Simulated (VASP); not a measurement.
# RbMnBr3: a series over U

What does DFT+U do to RbMnBr3? The start is a cell from a database of measured crystal structures.

Program: VASP 6.6.1. Level of theory: PBEsol, spin-polarised from a ferromagnetic start; plane waves and PAW (Rb_pv, Br, Mn), in the first sound run; inputs show where later runs differ. Results are calculated unless marked as measured.

This is a report of a sequence of runs, with most program output left out.

## Step 1: Starting point

Symmetry: P6_3/mmc, No. 194, hexagonal system. Conventional cell: a = 7.560 Å, b = 7.560 Å, c = 6.350 Å, α = 90.00°, β = 90.00°, γ = 120.00°. Rb has 12 Br at 3.78 to 3.87 Å nearest. Nearest to Br lie 2 Mn at 2.68 Å and 4 Rb at 3.78 to 3.87 Å. Nearest to Mn lie 6 Br at 2.68 Å. Farther neighbours and most contacts between anions are not listed.

As a file:

```
Rb Br Mn
1.0
     7.56000    0.00000    0.00000
    -3.78000    6.54715    0.00000
     0.00000    0.00000    6.35000
Rb Br Mn
2 6 2
Direct
  0.66667 0.33333 0.25000
  0.33333 0.66667 0.75000
  0.33000 0.16500 0.75000
  0.16500 0.83500 0.25000
  0.83500 0.67000 0.75000
  0.67000 0.83500 0.25000
  0.83500 0.16500 0.75000
  0.16500 0.33000 0.25000
  0.00000 0.00000 0.50000
  0.00000 0.00000 0.00000
```

## Step 2: Series over U, start order fm, U 0

U penalises partly filled orbitals; repeating the run over U shows how far moments and gap depend on it.

File INCAR:

```
SYSTEM = RbMnBr3
PREC = Normal
ENCUT = 350
EDIFF = 1E-06
NELM = 150
ISMEAR = 0
SIGMA = 0.05
LREAL = .FALSE.
ALGO = Normal
GGA = PS
NBANDS = 45
ISPIN = 2
MAGMOM = 0 0 0 0 0 0 0 0 4 4
LMAXMIX = 4
LORBIT = 11
LWAVE = .FALSE.
LCHARG = .FALSE.
KPAR = 2
AMIX = 0.2
BMIX = 1E-04
AMIX_MAG = 0.8
BMIX_MAG = 1E-04
NEDOS = 1200
LASPH = .TRUE.
```

File POSCAR:

```
RbMnBr3
1.0
    7.5600000000      0.0000000000      0.0000000000
   -3.7800000000      6.5471520526      0.0000000000
    0.0000000000      0.0000000000      6.3500000000
Rb Br Mn
2 6 2
Direct
    0.6666666667      0.3333333333      0.2500000000
    0.3333333333      0.6666666667      0.7500000000
    0.3299999999      0.1650000000      0.7500000000
    0.1650000000      0.8350000000      0.2500000000
    0.8350000000      0.6700000001      0.7500000000
    0.6700000001      0.8350000000      0.2500000000
    0.8350000000      0.1650000000      0.7500000000
    0.1650000000      0.3299999999      0.2500000000
    0.0000000000      0.0000000000      0.5000000000
    0.0000000000      0.0000000000      0.0000000000
```

File KPOINTS:

```
Automatic mesh
0
Gamma
3 3 3
0 0 0
```

The projector-augmented-wave data sets are Rb_pv, Br and Mn (PBE family, release 64).

On the command line:

```bash
> mpirun -np 2 vasp_std
```

It took 24 s on 2 MPI ranks of Intel Xeon 6975P-C (Granite Rapids), shared host; peak memory 0.53 GiB.

The magnetic state follows from one typed start and may not be the lowest. The gap is read on the k-mesh alone, so it is an upper bound where the band edges lie off the mesh. The PAW data sets were made with PBE, which is usual practice but a small mismatch for other functionals. The data set Mn keeps the semicore shell frozen, which is cheaper and a little less accurate.

A gap read on the k-mesh alone can miss the band edges.

This step gave:

```
electronic cycles                                 : 16
electrons                                         : 70
free energy (TOTEN)                               : -43.88 eV
Fermi energy                                      : 0.5704 eV
moment of the cell, from the last line of the log : 10 μB
labelled metallic, from the levels on this mesh   : no
gap on the k-mesh                                 : 0.8681 eV
least direct gap on the k-mesh                    : 0.8681 eV
```

Spin moment in the PAW sphere by atom:

| atom | spin moment in the PAW sphere (μB) |
| --- | --- |
| Rb1 | 0.01 |
| Rb2 | 0.01 |
| Br3 | 0.08 |
| Br4 | 0.08 |
| Br5 | 0.08 |
| Br6 | 0.08 |
| Br7 | 0.08 |
| Br8 | 0.08 |
| Mn9 | 4.36 |
| Mn10 | 4.36 |

The density of states has structure finer than the step of the table below, so its rows give means over 0.5 eV, whole bins alone (the curve runs from -12.0 to 4.49 eV). Peaks (eV: height): total up -10.47: 47.7, -3.90: 12.5, -2.25: 14.7, -1.62: 20.3; total down -10.47: 49.6, -2.25: 13.4, 1.90: 26.2, 2.53: 12.3; Rb s up 3.16: 0.0613, 3.39: 0.167, 3.78: 0.310, 4.17: 0.165; Rb s down 3.78: 0.394; Rb p up -10.47: 46.6.

Means over bins of 0.078 eV. The density of states by energy, zero at the valence-band top; means over each step; 7 of 12 lines; values in states/eV/cell:

| energy (eV) | total up | total down | Rb s up | Rb s down | Rb p up | Rb p down | Br p up |
| --- | --- | --- | --- | --- | --- | --- | --- |
| -11.0 | 0 | 0 | 0 | 0 | 0 | 0 | 0 |
| -10.5 | 12.0 | 12.0 | 0 | 0 | 11.7 | 11.7 | 0.0105 |
| -10.0 | 8.9e-5 | 1.3e-4 | 0 | 0 | 8.7e-5 | 1.2e-4 | 0 |
| -9.5 | 0 | 0 | 0 | 0 | 0 | 0 | 0 |
| -9.0 | 0 | 0 | 0 | 0 | 0 | 0 | 0 |
| -8.5 | 0 | 0 | 0 | 0 | 0 | 0 | 0 |
| -8.0 | 0 | 0 | 0 | 0 | 0 | 0 | 0 |
| -7.5 | 0 | 0 | 0 | 0 | 0 | 0 | 0 |
| -7.0 | 0 | 0 | 0 | 0 | 0 | 0 | 0 |
| -6.5 | 0 | 0 | 0 | 0 | 0 | 0 | 0 |
| -6.0 | 0 | 0 | 0 | 0 | 0 | 0 | 0 |
| -5.5 | 0.348 | 0 | 4.1e-4 | 0 | 5.7e-4 | 0 | 0.118 |
| -5.0 | 2.03 | 0.224 | 0.00105 | 2.4e-4 | 0.00385 | 6.9e-4 | 0.719 |
| -4.5 | 2.13 | 2.94 | 0.00268 | 0.00247 | 0.00407 | 0.00639 | 0.812 |
| -4.0 | 7.43 | 1.49 | 0.0194 | 0.00335 | 0.0463 | 0.00329 | 2.65 |
| -3.5 | 9.82 | 7.14 | 0.00363 | 0.0260 | 0.0313 | 0.0666 | 3.50 |
| -3.0 | 3.06 | 6.02 | 0.00182 | 0.00892 | 0.00625 | 0.0331 | 1.05 |
| -2.5 | 6.79 | 7.72 | 0.0111 | 0.00981 | 0.0236 | 0.0254 | 2.46 |
| -2.0 | 7.56 | 6.01 | 0.0139 | 0.00528 | 0.0217 | 0.0217 | 2.33 |
| -1.5 | 8.79 | 4.39 | 0.00293 | 1.9e-4 | 0.0288 | 0.0134 | 3.48 |
| -1.0 | 0.689 | 0.0493 | 0.00146 | 0 | 0.00158 | 0 | 0.226 |
| -0.5 | 5.89 | 0 | 0.00486 | 0 | 0.0156 | 0 | 1.91 |
| 0.0 | 1.44 | 0 | 1.9e-5 | 0 | 6.9e-4 | 0 | 0.539 |
| 0.5 | 0 | 0.00282 | 0 | 0 | 0 | 0 | 0 |
| 1.0 | 0 | 0.726 | 0 | 1.6e-4 | 0 | 3.3e-4 | 0 |
| 1.5 | 0 | 1.75 | 0 | 0.00133 | 0 | 0.00112 | 0 |
| 2.0 | 8.7e-4 | 8.91 | 1.1e-4 | 0.00663 | 0 | 0.00833 | 2.4e-5 |
| 2.5 | 0.0731 | 7.29 | 0.00956 | 0.0266 | 0 | 0.0225 | 0.00212 |
| 3.0 | 0.162 | 1.40 | 0.0155 | 0.00829 | 7.2e-4 | 0.00124 | 0.00892 |
| 3.5 | 1.01 | 0.125 | 0.0789 | 0.0199 | 0.0256 | 0.00300 | 0.108 |
| 4.0 | 2.16 | 0.614 | 0.0856 | 0.0984 | 0.0474 | 0.0145 | 0.269 |

Force by atom:

| atom | x (eV/Å) | y (eV/Å) | z (eV/Å) | size |
| --- | --- | --- | --- | --- |
| Rb1 | 0.000 | 0.000 | 0.000 | 0.000 |
| Rb2 | 0.000 | 0.000 | 0.000 | 0.000 |
| Br3 | -0.206 | -0.119 | 0.000 | 0.238 |
| Br4 | -0.206 | 0.119 | 0.000 | 0.238 |
| Br5 | 0.000 | 0.238 | 0.000 | 0.238 |
| Br6 | 0.206 | 0.119 | 0.000 | 0.238 |
| Br7 | 0.206 | -0.119 | 0.000 | 0.238 |
| Br8 | 0.000 | -0.238 | 0.000 | 0.238 |
| Mn9 | 0.000 | 0.000 | 0.000 | 0.000 |
| Mn10 | 0.000 | 0.000 | 0.000 | 0.000 |

The density of states is cut at 4.5 eV, since the bands computed begin to run out above.

Energy at zero smearing: -43.88217 eV.

## Step 3: Series over U, start order AFM, U 0

This step: PBEsol, spin-polarised from an antiferromagnetic start; plane waves and PAW (Rb_pv, Br, Mn) (VASP 6.6.1).

Edit INCAR of step 2 so:

```diff
@@ -12,3 +12,3 @@
 ISPIN = 2
-MAGMOM = 0 0 0 0 0 0 0 0 4 4
+MAGMOM = 0 0 0 0 0 0 0 0 4 -4
 LMAXMIX = 4
```

POSCAR is that of step 2.

KPOINTS is that of step 2.

On the command line:

```bash
> mpirun -np 2 vasp_std
```

It took 25 s on 2 MPI ranks; peak memory 0.52 GiB; 49 s of CPU time.

Numbers from this step:

```
electronic cycles              : 17
free energy (TOTEN)            : -44.01 eV
Fermi energy                   : 0.2343 eV
gap on the k-mesh              : 1.956 eV
least direct gap on the k-mesh : 1.963 eV
```

Spin moment in the PAW sphere by atom:

| atom | spin moment in the PAW sphere (μB) |
| --- | --- |
| Rb1 | 0.00 |
| Rb2 | 0.00 |
| Br3 | 0.00 |
| Br4 | 0.00 |
| Br5 | 0.00 |
| Br6 | 0.00 |
| Br7 | 0.00 |
| Br8 | 0.00 |
| Mn9 | 4.33 |
| Mn10 | -4.33 |

Force by atom:

| atom | x (eV/Å) | y (eV/Å) | z (eV/Å) | size |
| --- | --- | --- | --- | --- |
| Rb1 | 0.000 | 0.000 | 0.000 | 0.000 |
| Rb2 | 0.000 | 0.000 | 0.000 | 0.000 |
| Br3 | -0.236 | -0.136 | 0.000 | 0.272 |
| Br4 | -0.236 | 0.136 | 0.000 | 0.272 |
| Br5 | 0.000 | 0.272 | 0.000 | 0.272 |
| Br6 | 0.236 | 0.136 | 0.000 | 0.272 |
| Br7 | 0.236 | -0.136 | 0.000 | 0.272 |
| Br8 | 0.000 | -0.272 | 0.000 | 0.272 |
| Mn9 | 0.000 | 0.000 | 0.000 | 0.000 |
| Mn10 | 0.000 | 0.000 | 0.000 | 0.000 |

Energy at zero smearing: -44.01347 eV.

The run ends at a pressure of -1.36 GPa, with forces up to 0.27 eV/Å.

## Step 4: Series over U, start order fm, U 1

This step: PBEsol, DFT+U (Mn d 1 eV), spin-polarised from a ferromagnetic start; plane waves and PAW (Rb_pv, Br, Mn) (VASP 6.6.1).

Edit INCAR of step 3 so:

```diff
@@ -12,3 +12,10 @@
 ISPIN = 2
-MAGMOM = 0 0 0 0 0 0 0 0 4 -4
+MAGMOM = 0 0 0 0 0 0 0 0 4 4
+LDAU = .TRUE.
+LDAUTYPE = 2
+LDAUL = -1 -1 2
+LDAUU = 0 0 1
+LDAUJ = 0 0 0
+LDAUPRINT = 1
+LASPH = .TRUE.
 LMAXMIX = 4
@@ -23,2 +30 @@
 NEDOS = 1200
-LASPH = .TRUE.
```

POSCAR is that of step 3.

KPOINTS is that of step 3.

On the command line:

```bash
> mpirun -np 2 vasp_std
```

Elapsed: 24 s, on 2 MPI ranks; peak memory 0.52 GiB; 46 s of CPU time.

Spin moment in the PAW sphere by atom:

| atom | spin moment in the PAW sphere (μB) |
| --- | --- |
| Rb1 | 0.01 |
| Rb2 | 0.01 |
| Br3 | 0.07 |
| Br4 | 0.07 |
| Br5 | 0.07 |
| Br6 | 0.07 |
| Br7 | 0.07 |
| Br8 | 0.07 |
| Mn9 | 4.42 |
| Mn10 | 4.42 |

The density of states is cut at 4.7 eV, since the bands computed begin to run out above.

Energy at zero smearing: -43.28414 eV.

## Step 5: Series over U, start order AFM, U 1

This step: PBEsol, DFT+U (Mn d 1 eV), spin-polarised from an antiferromagnetic start; plane waves and PAW (Rb_pv, Br, Mn) (VASP 6.6.1).

Edit INCAR of step 4 so:

```diff
@@ -12,3 +12,3 @@
 ISPIN = 2
-MAGMOM = 0 0 0 0 0 0 0 0 4 4
+MAGMOM = 0 0 0 0 0 0 0 0 4 -4
 LDAU = .TRUE.
```

POSCAR is that of step 4.

KPOINTS is that of step 4.

On the command line:

```bash
> mpirun -np 2 vasp_std
```

It took 24 s on 2 MPI ranks; peak memory 0.52 GiB; 46 s of CPU time.

The density of states holds every band computed, so its fall toward the upper end of the range is no gap.

Energy at zero smearing: -43.38861 eV.

## Step 6: Series over U, start order fm, U 3

This step: PBEsol, DFT+U (Mn d 3 eV), spin-polarised from a ferromagnetic start; plane waves and PAW (Rb_pv, Br, Mn) (VASP 6.6.1).

Edit INCAR of step 5 so:

```diff
@@ -12,3 +12,3 @@
 ISPIN = 2
-MAGMOM = 0 0 0 0 0 0 0 0 4 -4
+MAGMOM = 0 0 0 0 0 0 0 0 4 4
 LDAU = .TRUE.
@@ -16,3 +16,3 @@
 LDAUL = -1 -1 2
-LDAUU = 0 0 1
+LDAUU = 0 0 3
 LDAUJ = 0 0 0
```

POSCAR is that of step 5.

KPOINTS is that of step 5.

On the command line:

```bash
> mpirun -np 2 vasp_std
```

The job ended after 24 s (2 MPI ranks; peak memory 0.52 GiB; 46 s of CPU time).

Spin moment in the PAW sphere by atom:

| atom | spin moment in the PAW sphere (μB) |
| --- | --- |
| Rb1 | 0.01 |
| Rb2 | 0.01 |
| Br3 | 0.05 |
| Br4 | 0.05 |
| Br5 | 0.05 |
| Br6 | 0.05 |
| Br7 | 0.05 |
| Br8 | 0.05 |
| Mn9 | 4.53 |
| Mn10 | 4.53 |

Energy at zero smearing: -42.23385 eV.

The run ends at a pressure of -0.49 GPa, with forces up to 0.100 eV/Å.

## Step 7: Series over U, start order AFM, U 3

This step: PBEsol, DFT+U (Mn d 3 eV), spin-polarised from an antiferromagnetic start; plane waves and PAW (Rb_pv, Br, Mn) (VASP 6.6.1).

Edit INCAR of step 6 so:

```diff
@@ -12,3 +12,3 @@
 ISPIN = 2
-MAGMOM = 0 0 0 0 0 0 0 0 4 4
+MAGMOM = 0 0 0 0 0 0 0 0 4 -4
 LDAU = .TRUE.
```

POSCAR is that of step 6.

KPOINTS is that of step 6.

On the command line:

```bash
> mpirun -np 2 vasp_std
```

Wall time 24 s (2 MPI ranks); peak memory 0.52 GiB.

Spin moment in the PAW sphere by atom:

| atom | spin moment in the PAW sphere (μB) |
| --- | --- |
| Rb1 | 0.00 |
| Rb2 | 0.00 |
| Br3 | 0.00 |
| Br4 | 0.00 |
| Br5 | 0.00 |
| Br6 | 0.00 |
| Br7 | 0.00 |
| Br8 | 0.00 |
| Mn9 | 4.52 |
| Mn10 | -4.52 |

Energy at zero smearing: -42.30506 eV.

The run ends at a pressure of -0.65 GPa, with forces up to 0.11 eV/Å.

## Step 8: Series over U, start order fm, U 4

This step: PBEsol, DFT+U (Mn d 4 eV), spin-polarised from a ferromagnetic start; plane waves and PAW (Rb_pv, Br, Mn) (VASP 6.6.1).

Edit INCAR of step 7 so:

```diff
@@ -12,3 +12,3 @@
 ISPIN = 2
-MAGMOM = 0 0 0 0 0 0 0 0 4 -4
+MAGMOM = 0 0 0 0 0 0 0 0 4 4
 LDAU = .TRUE.
@@ -16,3 +16,3 @@
 LDAUL = -1 -1 2
-LDAUU = 0 0 3
+LDAUU = 0 0 4
 LDAUJ = 0 0 0
```

POSCAR is that of step 7.

KPOINTS is that of step 7.

On the command line:

```bash
> mpirun -np 2 vasp_std
```

The job ended after 24 s (2 MPI ranks; peak memory 0.53 GiB).

Spin moment in the PAW sphere by atom:

| atom | spin moment in the PAW sphere (μB) |
| --- | --- |
| Rb1 | 0.00 |
| Rb2 | 0.00 |
| Br3 | 0.04 |
| Br4 | 0.04 |
| Br5 | 0.04 |
| Br6 | 0.04 |
| Br7 | 0.04 |
| Br8 | 0.04 |
| Mn9 | 4.58 |
| Mn10 | 4.58 |

The density of states is cut at 5.2 eV, since the bands computed begin to run out above.

Energy at zero smearing: -41.77564 eV.

## Step 9: Series over U, start order AFM, U 4

This step: PBEsol, DFT+U (Mn d 4 eV), spin-polarised from an antiferromagnetic start; plane waves and PAW (Rb_pv, Br, Mn) (VASP 6.6.1).

Edit INCAR of step 8 so:

```diff
@@ -12,3 +12,3 @@
 ISPIN = 2
-MAGMOM = 0 0 0 0 0 0 0 0 4 4
+MAGMOM = 0 0 0 0 0 0 0 0 4 -4
 LDAU = .TRUE.
```

POSCAR is that of step 8.

KPOINTS is that of step 8.

On the command line:

```bash
> mpirun -np 2 vasp_std
```

The job ended after 24 s (2 MPI ranks; peak memory 0.53 GiB; 47 s of CPU time).

The density of states holds every band computed, so its fall toward the upper end of the range is no gap.

Energy at zero smearing: -41.83592 eV.

## Step 10: Series over U, start order fm, U 4 (run 2)

This step: PBEsol, DFT+U (Mn d 4 eV), spin-polarised from a ferromagnetic start; plane waves and PAW (Rb_pv, Br, Mn) (VASP 6.6.1).

Edit INCAR of step 9 so:

```diff
@@ -12,8 +12,8 @@
 ISPIN = 2
-MAGMOM = 0 0 0 0 0 0 0 0 4 -4
+MAGMOM = 0 0 0 0 0 0 0 0 4 4
 LDAU = .TRUE.
-LDAUTYPE = 2
+LDAUTYPE = 1
 LDAUL = -1 -1 2
 LDAUU = 0 0 4
-LDAUJ = 0 0 0
+LDAUJ = 0 0 0.9
 LDAUPRINT = 1
```

POSCAR is that of step 9.

KPOINTS is that of step 9.

On the command line:

```bash
> mpirun -np 2 vasp_std
```

It took 24 s on 2 MPI ranks; peak memory 0.52 GiB; 46 s of CPU time.

Energy at zero smearing: -42.18750 eV.

The run ends at a pressure of -0.48 GPa, with forces up to 0.096 eV/Å.

## Step 11: Series over U, start order AFM, U 4 (run 2)

This step: PBEsol, DFT+U (Mn d 4 eV), spin-polarised from an antiferromagnetic start; plane waves and PAW (Rb_pv, Br, Mn) (VASP 6.6.1).

Edit INCAR of step 10 so:

```diff
@@ -12,3 +12,3 @@
 ISPIN = 2
-MAGMOM = 0 0 0 0 0 0 0 0 4 4
+MAGMOM = 0 0 0 0 0 0 0 0 4 -4
 LDAU = .TRUE.
```

POSCAR is that of step 10.

KPOINTS is that of step 10.

On the command line:

```bash
> mpirun -np 2 vasp_std
```

The job ended after 24 s (2 MPI ranks; peak memory 0.52 GiB; 47 s of CPU time).

The density of states holds every band computed, so its fall toward the upper end of the range is no gap.

Energy at zero smearing: -42.25749 eV.

## Step 12: Summary

This step: DFT+U series, PBEsol; plane waves and PAW (VASP 6.6.1).

This step runs nothing: it gathers the runs above.

Energies at different U are not comparable. U series, by row:

| U (eV) | J (eV) | LDAUTYPE | start | energy (eV/atom) | mean moment (μB) | gap on the mesh (eV) | pressure (GPa) |
| --- | --- | --- | --- | --- | --- | --- | --- |
| 0 | 0 | - | fm | -4.388 | 4.363 | 0.8681 | -1.05 |
| 0 | 0 | - | afm | -4.401 | 4.328 | 1.956 | -1.36 |
| 1 | 0 | 2 | fm | -4.328 | 4.424 | 1.39 | -0.8469 |
| 1 | 0 | 2 | afm | -4.339 | 4.401 | 2.481 | -1.096 |
| 3 | 0 | 2 | fm | -4.223 | 4.533 | 2.325 | -0.4934 |
| 3 | 0 | 2 | afm | -4.231 | 4.523 | 3.312 | -0.6548 |
| 4 | 0 | 2 | fm | -4.178 | 4.581 | 2.74 | -0.3443 |
| 4 | 0 | 2 | afm | -4.184 | 4.574 | 3.47 | -0.4798 |
| 4 | 0.9 | 1 | fm | -4.219 | 4.537 | 2.372 | -0.4801 |
| 4 | 0.9 | 1 | afm | -4.226 | 4.527 | 3.329 | -0.6382 |

## Step 13: Results

| Quantity | Value |
| --- | --- |
| U = 0 eV, J = 0 eV, fm start | mean size of the moments 4.36 μB |
| U = 0 eV, J = 0 eV, afm start | mean size of the moments 4.33 μB |
| U = 1 eV, J = 0 eV, fm start | mean size of the moments 4.42 μB |
| U = 1 eV, J = 0 eV, afm start | mean size of the moments 4.40 μB |
| U = 3 eV, J = 0 eV, fm start | mean size of the moments 4.53 μB |
| U = 3 eV, J = 0 eV, afm start | mean size of the moments 4.52 μB |
| U = 4 eV, J = 0 eV, fm start | mean size of the moments 4.58 μB |
| U = 4 eV, J = 0 eV, afm start | mean size of the moments 4.57 μB |
| U = 4 eV, J = 0.9 eV, fm start | mean size of the moments 4.54 μB |
| U = 4 eV, J = 0.9 eV, afm start | mean size of the moments 4.53 μB |

In words: For the ferromagnetic start without J, from U = 0 to 4 eV the mean moment goes from 4.36 to 4.58 μB, the gap on the mesh from 0.87 to 2.74 eV, and the pressure goes from -1.1 to -0.3 GPa. At U = 0, 1, 3 and 4 eV the other start ends lower in energy than the ferromagnetic one, so this line doesn't follow the lower state. A jump between neighbouring rows can also mean that the runs ended in different spin or orbital states. U acts inside the PAW spheres, so the same number means something else in a code with other projectors.

[Lines on the potential files, build, host, timing and source positions are cut from VASP's logs without a mark.]

[Logs are printed without paths, hosts, clocks, repeated set-up lines and the standing remarks that a program may print on its own settings, such as how far it seeks lower states.]

[Hosts, paths, dates, database ids (printed as entryN), source tags and the programs' standing remarks are cut or masked in the printed files.]

[In band tables of VASP the shares of atoms and orbitals are scaled to a sum of 1 inside the atoms' spheres.]

[Runs that stopped without an error message from VASP are left out.]
